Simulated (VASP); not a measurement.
# LiCr4FeO8 (F-43m) in VASP: further runs

The runs below take LiCr4FeO8 through single point, with PBE+U.

Everything below comes from runs of VASP 6.6.1. Logs are shortened: lines on timing, memory, paths and dates and some standing lists are left out, and cuts for length are marked.

### Step 1. Starting point

Symmetry: F-43m, No. 216, cubic system. The conventional cell has a = 8.276 Å, b = 8.276 Å, c = 8.276 Å, α = 90.00°, β = 90.00°, γ = 90.00°. Li (site symmetry -43m) has 4 O at 1.95 Å as nearest neighbours. Around Cr (site symmetry 3m) lie 6 O at 1.98 Å. Fe (site symmetry -43m) is surrounded by 4 O at 1.96 Å. O (site symmetry 3m) has 1 Li at 1.95 Å and 3 Cr at 1.98 Å as nearest neighbours. O (site symmetry 3m) is surrounded by 1 Fe at 1.96 Å and 3 Cr at 1.98 Å.

The cell was built by a generator and needn't be a form met in nature.

### Step 2. Single point, PBE+U, collinear spin, typed start

The input, INCAR:

```
  PREC = Accurate
  ENCUT = 520
  EDIFF = 1E-6
  ISMEAR = 0
  SIGMA = 0.05
  LREAL = F
  LASPH = T
  NELM = 150
  ALGO = Normal
  ISIF = 2
  LWAVE = F
  LCHARG = F
  ISPIN = 2
  MAGMOM = 0 3 3 3 3 5 0 0 0 0 0 0 0 0
  LORBIT = 11
  LMAXMIX = 4
  LDAU = T
  LDAUTYPE = 2
  LDAUL = -1 2 2 -1
  LDAUU = 0 3.7 4 0
  LDAUJ = 0 0 0 0
  LDAUPRINT = 1
  GGA = PE
  NBANDS = 70
```

The input, KPOINTS:

```
regular mesh
0
Gamma
  4 4 4
```

The input, POSCAR:

```
LiCr4FeO8
1.0
    0.0000000000      4.1382000000      4.1382000000
    4.1382000000      0.0000000000      4.1382000000
    4.1382000000      4.1382000000      0.0000000000
Li Cr Fe O
1 4 1 8
Direct
    0.0000000000      0.0000000000      0.0000000000
    0.6251853300      0.6251853300      0.6251853300
    0.6251853300      0.6251853300      0.1244440000
    0.6251853300      0.1244440000      0.6251853300
    0.1244440000      0.6251853300      0.6251853300
    0.2500000000      0.2500000000      0.2500000000
    0.8637990000      0.8637990000      0.8637990000
    0.8637990000      0.8637990000      0.4086030000
    0.8637990000      0.4086030000      0.8637990000
    0.4086030000      0.8637990000      0.8637990000
    0.3870706700      0.3870706700      0.3870706700
    0.3870706700      0.3870706700      0.8387880000
    0.3870706700      0.8387880000      0.3870706700
    0.8387880000      0.3870706700      0.3870706700
```

Potentials or basis: VASP PAW PBE potentials, release 64 (Li_sv, Cr_pv, Fe, O).

Run with:

```
$ cat potpaw_PBE.64/Li_sv/POTCAR potpaw_PBE.64/Cr_pv/POTCAR potpaw_PBE.64/Fe/POTCAR potpaw_PBE.64/O/POTCAR > POTCAR
$ mpirun -np 1 vasp_std > vasp.out
```

OUTCAR:

```text
PREC = Accurate
   ENCUT = 520
   EDIFF = 1E-6
   ISMEAR = 0
   LREAL = F
   LASPH = T
   NELM = 150
   ISIF = 2
   ISPIN = 2
   LORBIT = 11
   GGA = PE

 ion  position               nearest neighbor table
   1  0.000  0.000  0.000-   7 1.95   8 1.95   9 1.95  10 1.95
   2  0.625  0.625  0.625-  12 1.98  13 1.98  14 1.98   8 1.98   9 1.98  10 1.98   3 2.92   4 2.92
                             5 2.92   3 2.93   4 2.93   5 2.93
   3  0.625  0.625  0.124-  11 1.98  13 1.98  14 1.98  10 1.98   9 1.98   7 1.98   2 2.92   4 2.92
                             5 2.92   2 2.93   4 2.93   5 2.93
   4  0.625  0.124  0.625-  11 1.98  12 1.98  14 1.98  10 1.98   8 1.98   7 1.98   2 2.92   3 2.92
                             5 2.92   3 2.93   2 2.93   5 2.93
   5  0.124  0.625  0.625-  11 1.98  12 1.98  13 1.98   9 1.98   8 1.98   7 1.98   2 2.92   3 2.92
                             4 2.92   2 2.93   3 2.93   4 2.93
   6  0.250  0.250  0.250-  12 1.96  13 1.96  14 1.96  11 1.96
   7  0.864  0.864  0.864-   1 1.95   4 1.98   5 1.98   3 1.98
   8  0.864  0.864  0.409-   1 1.95   4 1.98   5 1.98   2 1.98
   9  0.864  0.409  0.864-   1 1.95   3 1.98   5 1.98   2 1.98
  10  0.409  0.864  0.864-   1 1.95   3 1.98   4 1.98   2 1.98
  11  0.387  0.387  0.387-   6 1.96   4 1.98   5 1.98   3 1.98
  12  0.387  0.387  0.839-   6 1.96   2 1.98   5 1.98   4 1.98
  13  0.387  0.839  0.387-   6 1.96   2 1.98   3 1.98   5 1.98
  14  0.839  0.387  0.387-   6 1.96   2 1.98   3 1.98   4 1.98

  LATTYP: Found a face centered cubic cell.
 ALAT       =     8.2764000000

  Lattice vectors:

 A1 = (   0.0000000000,   4.1382000000,   4.1382000000)
 A2 = (   4.1382000000,   0.0000000000,   4.1382000000)
 A3 = (   4.1382000000,   4.1382000000,   0.0000000000)

Analysis of symmetry for initial positions (statically):
=====================================================================
 Subroutine PRICEL returns:
 Original cell was already a primitive cell.

 Routine SETGRP: Setting up the symmetry group for a
 face centered cubic supercell.

 Subroutine GETGRP returns: Found 24 space group operations
 (whereof 24 operations were pure point group operations)
 out of a pool of 48 trial point group operations.

The static configuration has the point symmetry T_d .

Analysis of symmetry for dynamics (positions and initial velocities):
=====================================================================
 Subroutine PRICEL returns:
 Original cell was already a primitive cell.

 Routine SETGRP: Setting up the symmetry group for a
 face centered cubic supercell.

 Subroutine GETGRP returns: Found 24 space group operations
 (whereof 24 operations were pure point group operations)
 out of a pool of 48 trial point group operations.

The dynamic configuration has the point symmetry T_d .

Analysis of structural, dynamic, and magnetic symmetry:
=====================================================================
 Subroutine PRICEL returns:
 Original cell was already a primitive cell.

 Routine SETGRP: Setting up the symmetry group for a
 face centered cubic supercell.

 Subroutine GETGRP returns: Found 24 space group operations
 (whereof 24 operations were pure point group operations)
 out of a pool of 48 trial point group operations.

The overall configuration has the point symmetry T_d .

 Subroutine INISYM returns: Found 24 space group operations
 (whereof 24 operations are pure point group operations),
 and found     1 'primitive' translations

----------------------------------------------------------------------------------------

                                     Primitive cell

  volume of cell :     141.7309

  direct lattice vectors                    reciprocal lattice vectors
     0.000000000  4.138200000  4.138200000    -0.120825480  0.120825480  0.120825480
     4.138200000  0.000000000  4.138200000     0.120825480 -0.120825480  0.120825480
     4.138200000  4.138200000  0.000000000     0.120825480  0.120825480 -0.120825480

  length of vectors
     5.852298564  5.852298564  5.852298564     0.209275870  0.209275870  0.209275870

  position of ions in fractional coordinates (direct lattice)
     0.000000000  0.000000000  0.000000000
     0.625185330  0.625185330  0.625185330
     0.625185330  0.625185330  0.124444000
     0.625185330  0.124444000  0.625185330
     0.124444000  0.625185330  0.625185330
     0.250000000  0.250000000  0.250000000
[... 101 lines left out ...]
  volume/ion in A,a.u.               =      10.12        68.32
  Fermi-wavevector in a.u.,A,eV,Ry     =   1.490669  2.816956 30.233434  2.222095
  Thomas-Fermi vector in A             =   2.603422
   LORBIT       =     11    0 simple, 1 ext, 2 COOP (PROOUT), +10 PAW based schemes
 LDA+U is selected, type is set to LDAUTYPE =  2
   angular momentum for each species LDAUL =    -1    2    2   -1
   U (eV)           for each species LDAUU =   0.0  3.7  4.0  0.0
   J (eV)           for each species LDAUJ =   0.0  0.0  0.0  0.0
   GGA     = PE    functional components
   LHFCALC =     F    Hartree Fock is set to
   AEXX    =    0.0000 exact exchange contribution
   IVDW    =     0    specifies the selected vdW correction
   LEPSILON=     F    determine dielectric tensor
   LRPA    =     F    only Hartree local field effects (RPA)
 spin polarized calculation
 Gauss-broadening in eV      SIGMA  =   0.05
  energy-cutoff  :      520.00
  volume of cell :      141.73
 maximum number of plane-waves:      3839
 NGX is ok and might be reduce to    48
   NGX = 21   NGY = 21   NGZ = 21

atom =   2  type =  2  l = 2

 onsite density matrix

spin component  1
[... 149 lines left out ...]
  o =  0.0854  v =  0.0000  0.0000  0.0000  0.0000  0.0000  0.0000  0.0000 -0.0039 -0.0000 -1.0000      0.0000  0.0000  0.0000  0.0000  0.0000  0.0000  0.0000  0.0000  0.0000  0.0000
  o =  0.0854  v =  0.0000  0.0000  0.0000  0.0000  0.0000  0.0000  0.0000 -1.0000 -0.0000  0.0039      0.0000  0.0000  0.0000  0.0000  0.0000  0.0000  0.0000  0.0000  0.0000  0.0000
  o =  0.2019  v =  0.0000  0.0000  0.0000  0.0000  0.0000  1.0000  0.0000  0.0000  0.0000  0.0000      0.0000  0.0000  0.0000  0.0000  0.0000  0.0000  0.0000  0.0000  0.0000  0.0000
  o =  0.2019  v =  0.0000  0.0000  0.0000  0.0000  0.0000  0.0000 -0.0101 -0.0000  0.9999 -0.0000      0.0000  0.0000  0.0000  0.0000  0.0000  0.0000  0.0000  0.0000  0.0000  0.0000
  o =  0.2019  v =  0.0000  0.0000  0.0000  0.0000  0.0000  0.0000  0.9999 -0.0000  0.0101 -0.0000      0.0000  0.0000  0.0000  0.0000  0.0000  0.0000  0.0000  0.0000  0.0000  0.0000
  o =  0.9777  v =  0.0000 -0.0000 -0.1752  0.0000  0.9845  0.0000  0.0000  0.0000  0.0000  0.0000      0.0000  0.0000  0.0000  0.0000  0.0000  0.0000  0.0000  0.0000  0.0000  0.0000
  o =  0.9777  v =  0.0000  0.0000  0.9845 -0.0000  0.1752  0.0000  0.0000  0.0000  0.0000  0.0000      0.0000  0.0000  0.0000  0.0000  0.0000  0.0000  0.0000  0.0000  0.0000  0.0000
  o =  1.0064  v =  1.0000  0.0000  0.0000  0.0000  0.0000  0.0000  0.0000  0.0000  0.0000  0.0000      0.0000  0.0000  0.0000  0.0000  0.0000  0.0000  0.0000  0.0000  0.0000  0.0000
  o =  1.0064  v =  0.0000 -0.9940  0.0000 -0.1093 -0.0000  0.0000  0.0000  0.0000  0.0000  0.0000      0.0000  0.0000  0.0000  0.0000  0.0000  0.0000  0.0000  0.0000  0.0000  0.0000
  o =  1.0064  v =  0.0000  0.1093 -0.0000 -0.9940  0.0000  0.0000  0.0000  0.0000  0.0000  0.0000      0.0000  0.0000  0.0000  0.0000  0.0000  0.0000  0.0000  0.0000  0.0000  0.0000

 number of electron     107.0000037 magnetization      17.0000067

 Free energy of the ion-electron system (eV)
  ---------------------------------------------------
  ext. energy  EPLUGINS =         0.00000000
  ---------------------------------------------------
  free energy    TOTEN  =      -103.41114883 eV

  energy without entropy =     -103.41114883  energy(sigma->0) =     -103.41114883

 E-fermi :   5.0942     XC(G=0): -11.3584

 val. band max:        4.8731423503   @ k =   0.5000   0.5000   0.0000
 cond. band min:       5.3059643547   @ k =   0.5000   0.5000   0.0000
 fundamental gap:      0.4328220044
 Fermi energy:         5.0941527803

 spin component 1

 k-point     1 :       0.0000    0.0000    0.0000
  band No.  band energies     occupation
      1     -38.8035      1.00000
      2     -38.6617      1.00000
      3     -38.6616      1.00000
      4     -38.6616      1.00000
      5     -38.5934      1.00000
      6     -38.5932      1.00000
[... 533 lines left out ...]
     64       8.4291      0.00000
     65       8.5250      0.00000
 Fermi energy:         5.0941527803

 spin component 2

 k-point     1 :       0.0000    0.0000    0.0000
  band No.  band energies     occupation
      1     -37.6921      1.00000
      2     -35.8590      1.00000
      3     -35.6695      1.00000
      4     -35.6695      1.00000
      5     -35.6695      1.00000
      6     -35.5571      1.00000
[... 533 lines left out ...]
     64      10.3311      0.00000
     65      10.5865      0.00000
 [bands above 65 left out]

------------------------ aborting loop because EDIFF is reached ----------------------------------------

  FORCE on cell =-STRESS in cart. coord.  units (eV):
  Direction    XX          YY          ZZ          XY          YZ          ZX
  --------------------------------------------------------------------------------------
  -------------------------------------------------------------------------------------
  Total       10.7697558     10.7697558     10.7697558     -0.0000000      0.0000000     -0.0000000
  in kB      121.7452462    121.7452462    121.7452462     -0.0000000      0.0000000     -0.0000000
  external PRESSURE =     121.7452462 kB  Pullay stress =       0.0000000 kB

 VOLUME and BASIS-vectors are now :
 -----------------------------------------------------------------------------
  energy-cutoff  :      520.00
  volume of cell :      141.73
      direct lattice vectors                 reciprocal lattice vectors
     0.000000000  4.138200000  4.138200000    -0.120825480  0.120825480  0.120825480
     4.138200000  0.000000000  4.138200000     0.120825480 -0.120825480  0.120825480
     4.138200000  4.138200000  0.000000000     0.120825480  0.120825480 -0.120825480

 POSITION                                       TOTAL-FORCE (eV/Angst)
 -----------------------------------------------------------------------------------
      0.00000      0.00000      0.00000         0.000000      0.000000      0.000000
      5.17428      5.17428      5.17428         1.302136      1.302136      1.302136
      3.10212      3.10212      5.17428        -1.302136     -1.302136      1.302136
      3.10212      5.17428      3.10212        -1.302136      1.302136     -1.302136
      5.17428      3.10212      3.10212         1.302136     -1.302136     -1.302136
      2.06910      2.06910      2.06910         0.000000      0.000000      0.000000
      7.14915      7.14915      7.14915         0.194171      0.194171      0.194171
      5.26545      5.26545      7.14915        -0.194171     -0.194171      0.194171
      5.26545      7.14915      5.26545        -0.194171      0.194171     -0.194171
      7.14915      5.26545      5.26545         0.194171     -0.194171     -0.194171
      3.20355      3.20355      3.20355        -1.297910     -1.297910     -1.297910
      5.07285      5.07285      3.20355         1.297910      1.297910     -1.297910
      5.07285      3.20355      5.07285         1.297910     -1.297910      1.297910
      3.20355      5.07285      5.07285        -1.297910      1.297910      1.297910
 -----------------------------------------------------------------------------------
    total drift:                               -0.000039     -0.000039     -0.000039

  FREE ENERGIE OF THE ION-ELECTRON SYSTEM (eV)
  ---------------------------------------------------
  free  energy   TOTEN  =      -103.4111488268 eV

  energy  without entropy=     -103.4111488267  energy(sigma->0) =     -103.41114883

 total charge

# of ion       s       p       d       tot
------------------------------------------
    1        2.027   0.063   0.000   2.090
    2        0.315   6.376   4.069  10.760
    3        0.315   6.376   4.069  10.760
    4        0.315   6.376   4.069  10.760
    5        0.315   6.376   4.069  10.760
    6        0.382   0.481   5.730   6.593
    7        1.558   3.503   0.000   5.061
    8        1.558   3.503   0.000   5.061
    9        1.558   3.503   0.000   5.061
   10        1.558   3.503   0.000   5.061
   11        1.557   3.539   0.000   5.096
   12        1.557   3.539   0.000   5.096
   13        1.557   3.539   0.000   5.096
   14        1.557   3.539   0.000   5.096
--------------------------------------------------
tot         16.127  54.218  22.004  92.349

 magnetization (x)

# of ion       s       p       d       tot
------------------------------------------
    1        0.001   0.002   0.000   0.004
    2        0.031   0.034   2.901   2.966
    3        0.031   0.034   2.901   2.966
    4        0.031   0.034   2.901   2.966
    5        0.031   0.034   2.901   2.966
    6        0.033   0.074   4.194   4.301
    7       -0.002  -0.018   0.000  -0.020
    8       -0.002  -0.018   0.000  -0.020
    9       -0.002  -0.018   0.000  -0.020
   10       -0.002  -0.018   0.000  -0.020
   11        0.003   0.108   0.000   0.111
   12        0.003   0.108   0.000   0.111
   13        0.003   0.108   0.000   0.111
   14        0.003   0.108   0.000   0.111
--------------------------------------------------
tot          0.163   0.573  15.798  16.534
```

It took 2.6 min on 1 thread of Intel Xeon 6975P-C (Granite Rapids), shared host; peak memory 0.47 GiB.

What came out:

```
Free energy                                           : -103.4111 eV
Largest force                                         : 2.255 eV/Å
Band gap on the k mesh                                : 0.43 eV, direct
Net moment                                            : 17.00 μB per cell
Site moments                                          : Li +0.00; Cr +2.97; Fe +4.30; O -0.02, +0.11 μB
Valence electrons inside the program's atomic spheres : Li 2.09; Cr 10.76; Fe 6.59; O 5.06, 5.10
```

Forces on the atoms (eV/Å):
```
Li   0.000  0.000  0.000
Cr   1.302  1.302  1.302
Cr  -1.302 -1.302  1.302
Cr  -1.302  1.302 -1.302
Cr   1.302 -1.302 -1.302
Fe   0.000  0.000  0.000
O    0.194  0.194  0.194
O   -0.194 -0.194  0.194
O   -0.194  0.194 -0.194
O    0.194 -0.194 -0.194
O   -1.298 -1.298 -1.298
O    1.298  1.298 -1.298
O    1.298 -1.298  1.298
O   -1.298  1.298  1.298
```

Levels at points of the mesh, in eV from the valence-band top:
Spin up:
```tsv
k point	band 58	band 59	band 60	band 61	band 62	band 63	band 64	band 65	band 66	band 67
(0.00, 0.00, 0.00)	-0.92	-0.78	-0.54	-0.54	-0.54	4.17	4.20	4.20	4.20	4.31
(0.50, 0.00, 0.00)	-0.55	-0.48	-0.43	-0.43	-0.24	3.87	3.87	3.92	3.92	3.96
(0.50, 0.50, 0.00)	-0.51	-0.21	-0.19	0.00	0.00	2.92	3.26	3.56	3.56	4.22
```
Spin down:
```csv
k point,band 41,band 42,band 43,band 44,band 45,band 46,band 47,band 48,band 49,band 50
"(0.00, 0.00, 0.00)",-1.91,-1.91,-1.22,-1.22,-1.22,0.50,0.50,1.01,1.01,1.01
"(0.50, 0.00, 0.00)",-1.91,-1.91,-1.67,-1.27,-1.27,0.55,0.64,0.64,0.94,0.94
"(0.50, 0.50, 0.00)",-1.84,-1.74,-1.74,-1.50,-1.50,0.43,0.64,0.74,0.81,0.81
```

Eigenvalues of the final occupation matrices:
```csv
site,spin,trace,eigenvalues
site 2 d,1,3.50,0.32 0.32 0.96 0.96 0.96
site 2 d,2,0.60,0.05 0.05 0.05 0.22 0.22
site 3 d,1,3.50,0.32 0.32 0.96 0.96 0.96
site 3 d,2,0.60,0.05 0.05 0.05 0.22 0.22
site 4 d,1,3.50,0.32 0.32 0.96 0.96 0.96
site 4 d,2,0.60,0.05 0.05 0.05 0.22 0.22
site 5 d,1,3.50,0.32 0.32 0.96 0.96 0.96
site 5 d,2,0.60,0.05 0.05 0.05 0.22 0.22
site 6 d,1,4.97,0.98 0.98 1.01 1.01 1.01
site 6 d,2,0.78,0.09 0.09 0.20 0.20 0.20
```

Caveat: the cutoff is under 1.25 times the usual one of these potentials, so pressure, stress and relaxed cells hold a basis-set (Pulay) error; forces of over 1 eV/Å show positions far from the minimum, so gaps and moduli don't describe the material at rest. The state reached can hang on the start; a lower one may exist.

(Part 1 of 2 ends here.)
